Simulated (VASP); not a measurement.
Data:

```
V
1.0
   -1.50622     1.50622     1.50622
    1.50622    -1.50622     1.50622
    1.50622     1.50622    -1.50622
V
1
Cartesian
  0.00000   0.00000   0.00000
```

Computed with optB88-vdW, VASP's PBE PAW potentials (set 64) (plane waves; VASP). Numerical set-up: 520 eV cut-off, 17×17×17 Γ-centred mesh, first-order Methfessel-Paxton smearing of 0.10 eV, potentials V_sv.

### Question
Give the stress tensor in GPa (positive for a compressed cell).

### Answer

```
-5.11   0.00   0.00
 0.00  -5.11   0.00
 0.00   0.00  -5.11
```
The pressure is its mean diagonal, -5.11 GPa.

The compound is V in the bcc structure. This cell is one point of a volume scan, at 1.03 of the reference volume. The run is not spin-polarised, so no magnetic state was tried.
